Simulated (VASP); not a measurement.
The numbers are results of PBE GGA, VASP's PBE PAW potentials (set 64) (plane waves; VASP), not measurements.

A VASP calculation is set up with these files.

**KPOINTS**
```
k-points along high-symmetry lines
15
Line-mode
Reciprocal
  0.000000   0.000000   0.000000 ! GAMMA
  0.500000   0.000000   0.500000 ! X

  0.500000   0.000000   0.500000 ! X
  0.625000   0.250000   0.625000 ! U

  0.375000   0.375000   0.750000 ! K
  0.000000   0.000000   0.000000 ! GAMMA

  0.000000   0.000000   0.000000 ! GAMMA
  0.500000   0.500000   0.500000 ! L

  0.500000   0.500000   0.500000 ! L
  0.500000   0.250000   0.750000 ! W

  0.500000   0.250000   0.750000 ! W
  0.500000   0.000000   0.500000 ! X
```

File POSCAR:
```
SnTe
1
    0.0000000000     3.2032376945     3.2032376945
    3.2032376945     0.0000000000     3.2032376945
    3.2032376945     3.2032376945     0.0000000000
Sn Te
1 1
Direct
  0.0000000000   0.0000000000   0.0000000000
  0.5000000000   0.5000000000   0.5000000000
```

**INCAR**
```
SYSTEM  =  SnTe
PREC  =  Accurate; ENCUT  =  520; LREAL  =  .FALSE.
LASPH  =  .TRUE.; ICHARG  =  11
EDIFF  =  1E-6; NELM  =  100; ALGO  =  Normal
LMAXMIX  =  4
ISMEAR  =  0; SIGMA  =  0.05
GGA  =  PE
LWAVE  =  .FALSE.; LCHARG  =  .FALSE.
```

POTCAR, in this order: Sn_d Te (PBE.64 set). Program: vasp_std. Read from the step before: CHGCAR.

The resulting files:

File OSZICAR:
```
       N       E                     dE             d eps       ncg     rms          rms(c)
DAV:   1     0.121428863422E+03    0.12143E+03   -0.97828E+03  2526   0.161E+03
DAV:   2     0.254591668302E+01   -0.11888E+03   -0.11659E+03  2664   0.360E+02
DAV:   3    -0.756399593233E+01   -0.10110E+02   -0.98377E+01  3270   0.965E+01
DAV:   4    -0.783369039533E+01   -0.26969E+00   -0.26933E+00  3056   0.171E+01
DAV:   5    -0.784441948130E+01   -0.10729E-01   -0.10728E-01  3568   0.321E+00
DAV:   6    -0.784482573999E+01   -0.40626E-03   -0.40626E-03  3420   0.492E-01
DAV:   7    -0.784483034811E+01   -0.46081E-05   -0.46075E-05  3570   0.555E-02
DAV:   8    -0.784483041510E+01   -0.66982E-07   -0.67159E-07  2542   0.716E-03
   1 F= -.78448304E+01 E0= -.78443283E+01  d E =-.100428E-02
```

**OUTCAR**
```
 val. band max:        6.3455506673   @ k =   0.5000   0.5000   0.5000

 cond. band min:       6.3932849127   @ k =   0.5000   0.5000   0.5000



 k-point     1 :       0.0000    0.0000    0.0000
  band No.  band energies     occupation
      1     -15.5370      2.00000
      2     -15.5370      2.00000
      3     -15.5338      2.00000
      4     -15.5337      2.00000
      5     -15.5337      2.00000
      6      -6.0988      2.00000
      7       1.4833      2.00000
      8       4.3375      2.00000
      9       4.3375      2.00000
     10       4.3375      2.00000
     11       9.5938      0.00000
     12       9.5938      0.00000
     13       9.5938      0.00000
     14      11.1898      0.00000

 k-point     2 :       0.0357    0.0000    0.0357
  band No.  band energies     occupation
      1     -15.5372      2.00000
      2     -15.5370      2.00000
      3     -15.5338      2.00000
      4     -15.5337      2.00000
      5     -15.5337      2.00000
      6      -6.0854      2.00000
      7       1.4097      2.00000
      8       4.3122      2.00000
      9       4.3122      2.00000
     10       4.4459      2.00000
     11       9.3503      0.00000
     12       9.5957      0.00000
     13       9.5957      0.00000
     14      11.0991      0.00000

 k-point     3 :       0.0714    0.0000    0.0714
  band No.  band energies     occupation
      1     -15.5376      2.00000
      2     -15.5369      2.00000
      3     -15.5339      2.00000
      4     -15.5333      2.00000
      5     -15.5333      2.00000
      6      -6.0454      2.00000
      7       1.2191      2.00000
      8       4.2391      2.00000
      9       4.2391      2.00000
     10       4.7357      2.00000
     11       8.7732      0.00000
     12       9.6075      0.00000
     13       9.6075      0.00000
     14      10.8750      0.00000

 k-point     4 :       0.1071    0.0000    0.1071
  band No.  band energies     occupation
      1     -15.5383      2.00000
...
```

The density is held fixed in this step, so its total energy and stress have no physical meaning. Unless said otherwise, spin-orbit coupling is left out, though it shifts the bands of the heavy elements here.

The compound is SnTe in the rock salt structure, which distorts at low temperature. It was relaxed first.
